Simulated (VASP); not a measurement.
Here is the system:

```xyz
2
Lattice="0.0000 2.9280 2.9280 2.9280 0.0000 2.9280 2.9280 2.9280 0.0000" Properties=species:S:1:pos:R:3 pbc="T T T"
Cd     0.0000     0.0000     0.0000
S      1.4640     1.4640     1.4640
```

Method: AM05 GGA, VASP's PBE PAW potentials (set 64) (plane waves; VASP 6.6.1). Run with 520 eV cut-off, Gaussian smearing of 0.050 eV, potentials Cd S.

### Question
Give the energies of bands 6 to 11 at the high-symmetry points, in eV from the valence-band maximum.

### Answer

```
band      Γ      X      U      L      W
----  -----  -----  -----  -----  -----
6     -7.24  -6.79  -6.66  -6.86  -6.61
7      0.00  -3.95  -3.92  -4.37  -3.89
8      0.00  -1.86  -2.50  -0.74  -2.23
9      0.00  -1.86  -1.51  -0.74  -2.17
10     1.11   3.57   4.21   2.96   5.34
11     6.49   4.29   5.41   6.97   5.45
```

The gap is direct, 1.11 eV, from the valence maximum at Γ to the conduction minimum at Γ.

Measured: gap 2.48 eV at 4 K (computed value off by -1.37 eV), as given by arXiv:1206.3780.

The compound is CdS in the zinc blende structure, a metastable form; wurtzite is the usual one. It was relaxed first.
